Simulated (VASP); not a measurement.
The input files of a VASP run:

### KPOINTS
```
Automatic mesh
0
Gamma
8 8 8
0 0 0
```

INCAR:
```
SYSTEM = LiCl
PREC = Accurate; ENCUT = 520; LREAL = .FALSE.
LASPH = .TRUE.
EDIFF = 1E-6; NELM = 100; ALGO = Normal
ISMEAR = 0; SIGMA = 0.05
GGA = ML; LUSE_VDW = .TRUE.; AGGAC = 0.0
ZAB_VDW = -1.8867
IBRION = 2; NSW = 60; ISIF = 3
EDIFFG = -0.01
LWAVE = .FALSE.; LCHARG = .FALSE.
```

File POSCAR:
```
LiCl
1.0
  0.0000000000   2.5932458107   2.5932458107
  2.5932458107   0.0000000000   2.5932458107
  2.5932458107   2.5932458107   0.0000000000
Li Cl
1 1
Cart
  2.5932458107   5.1864916214   2.5932458107
  2.5932458107   2.5932458107   2.5932458107
```

POTCAR, in this order: Li_sv Cl (PBE.64 set). Program: vasp_std.

Problem. Write an equivalent input for Quantum ESPRESSO's pw.x.

Solution. One equivalent input (not run):
```
&CONTROL
  calculation = 'vc-relax'
  pseudo_dir = './pseudo'
  outdir = './out'
  tprnfor = .true.
  tstress = .true.
  nstep = 60
  forc_conv_thr = 0.00039
/
&SYSTEM
  ibrav = 0
  nat = 2
  ntyp = 2
  ecutwfc = 74
  occupations = 'smearing'
  smearing = 'gaussian'
  degauss = 0.003675
  input_dft = 'vdw-df2'
/
&ELECTRONS
  conv_thr = 7.3e-08
  electron_maxstep = 100
/
&IONS
/
&CELL
/
ATOMIC_SPECIES
  Li 6.940 Li.upf
  Cl 35.450 Cl.upf
CELL_PARAMETERS angstrom
     0.0000000    2.5932458    2.5932458
     2.5932458    0.0000000    2.5932458
     2.5932458    2.5932458    0.0000000
ATOMIC_POSITIONS crystal
  Li   1.0000000  0.0000000  1.0000000
  Cl   0.5000000  0.5000000  0.5000000
K_POINTS automatic
  8 8 8 0 0 0
```
What does not carry over: the potentials are each code's own (VASP's PAW set, PseudoDojo norm-conserving files in pw.x), so ENCUT and ecutwfc are chosen apart and not converted; conv_thr bounds pw.x's estimated SCF error, while EDIFF bounds the energy change between steps; forc_conv_thr acts on force components and is met together with etot_conv_thr.

The compound is LiCl in the rock salt structure. It was relaxed first. The start is the result of an earlier pass.
